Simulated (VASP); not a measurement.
The input files of a VASP run:

**POSCAR**
```
YC
1
    3.4538222956     0.0000000000     0.0000000000
   -1.7269111478     2.9910976298     0.0000000000
   -0.0000000000     0.0000000000     6.2746546320
Y C
2 2
Direct
  0.0000000000   0.0000000000   0.0000000000
  0.0000000000   0.0000000000   0.5000000000
  0.3333330000   0.6666670000   0.2500000000
  0.6666670000   0.3333330000   0.7500000000
```

### INCAR
```
SYSTEM = YC
PREC = Accurate
ENCUT = 520
EDIFF = 1E-7
NELM = 100
ALGO = Normal
LREAL = .FALSE.
LASPH = .TRUE.
ISMEAR = -5
GGA = PS
LMAXMIX = 4
LWAVE = .FALSE.
LCHARG = .TRUE.
LORBIT = 11
NEDOS = 601
ISIF = 2
LEFG = .TRUE.
```

**KPOINTS**
```
Automatic mesh
0
Gamma
11 11 6
0 0 0
```

POTCAR, in this order: Y_sv C (PBE.64 set). Program: vasp_std.

Problem. Write an equivalent input for Quantum ESPRESSO's pw.x.

Solution. One equivalent input (not run):
```
&CONTROL
  calculation = 'scf'
  pseudo_dir = './pseudo'
  outdir = './out'
  tprnfor = .true.
  tstress = .true.
/
&SYSTEM
  ibrav = 0
  nat = 4
  ntyp = 2
  ecutwfc = 82
  occupations = 'tetrahedra'
  input_dft = 'pbesol'
/
&ELECTRONS
  conv_thr = 7.3e-09
  electron_maxstep = 100
/
ATOMIC_SPECIES
  Y 88.906 Y.upf
  C 12.011 C.upf
CELL_PARAMETERS angstrom
     3.4538223    0.0000000    0.0000000
    -1.7269111    2.9910976    0.0000000
    -0.0000000    0.0000000    6.2746546
ATOMIC_POSITIONS crystal
  Y    0.0000000  0.0000000  0.0000000
  Y    0.0000000  0.0000000  0.5000000
  C    0.3333330  0.6666670  0.2500000
  C    0.6666670  0.3333330  0.7500000
K_POINTS automatic
  11 11 6 0 0 0
```
What does not carry over: the potentials are each code's own (VASP's PAW set, PseudoDojo norm-conserving files in pw.x), so ENCUT and ecutwfc are chosen apart and not converted; conv_thr bounds pw.x's estimated SCF error, while EDIFF bounds the energy change between steps; the field gradients of LEFG aren't asked of the other code.

The structure was generated: YC was put into the NiAs type type (P6_3/mmc), which need not be its known phase. It was relaxed first, which changed the volume by -29 %.
